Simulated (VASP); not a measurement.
Sn2HBr3:

```xyz
6
Lattice="4.8300 0.0000 0.0000 0.0000 4.8300 0.0000 0.0000 0.0000 6.8300" Properties=species:S:1:pos:R:3 pbc="T T T"
Sn    2.4150    0.0000    5.1225
Sn    0.0000    2.4150    1.7075
H     0.0000    0.0000    0.0000
Br    2.4150    2.4150    0.0000
Br    0.0000    0.0000    3.4150
Br    2.4150    2.4150    3.4150
```

The cell was built by a generator and needn't be a form met in nature.

* Program: VASP 6.6.1
* Task: relaxation of cell and atoms
* Functional: PBE
* Potentials or basis: VASP PAW PBE potentials, release 64 (Sn_d, H, Br)
* Cutoff: 520 eV
* k mesh: 3 × 3 × 2
* Occupations: gaussian, width 0.15 eV
* Spin: no spin polarisation

At the start: pressure 5.2 GPa; volume 26.56 Å³/atom.

Q: Where does the relaxation end?

A: Over 5 steps the energy falls by 62.4 meV/atom and the volume is 29.65 Å³/atom (+11.6 %); space group P-4m2 (No. 115, to 0.05 Å).

Step by step:
```
step  energy change (eV)  largest force (eV/Å)  pressure (GPa)  volume (Å³)
   1              0.0000                0.9983            5.22       159.34
   2             -0.3527                0.3167           -0.24       180.13
   3             -0.3526                0.3719           -0.10       180.01
   4             -0.3636                0.2129           -0.29       179.27
   5             -0.3742                0.0301            0.04       177.88
```

Final structure:
```yaml
crystal:
  lattice:
    - [4.99909, 0.00000, 0.00000]
    - [0.00000, 4.99909, 0.00000]
    - [0.00000, 0.00000, 7.11766]
  atoms:
    - { symbol: Sn, position: [0.50000, 0.00000, 0.76407] }
    - { symbol: Sn, position: [0.00000, 0.50000, 0.23593] }
    - { symbol: H, position: [0.00000, 0.00000, 0.00000] }
    - { symbol: Br, position: [0.50000, 0.50000, 0.00000] }
    - { symbol: Br, position: [0.00000, 0.00000, 0.50000] }
    - { symbol: Br, position: [0.50000, 0.50000, 0.50000] }
```

Caveat: the k mesh is coarse (spacing up to 0.46 Å⁻¹), so the values aren't converged; the relaxation stopped at a loose force limit of 0.08 eV/Å, so its end isn't a converged minimum.
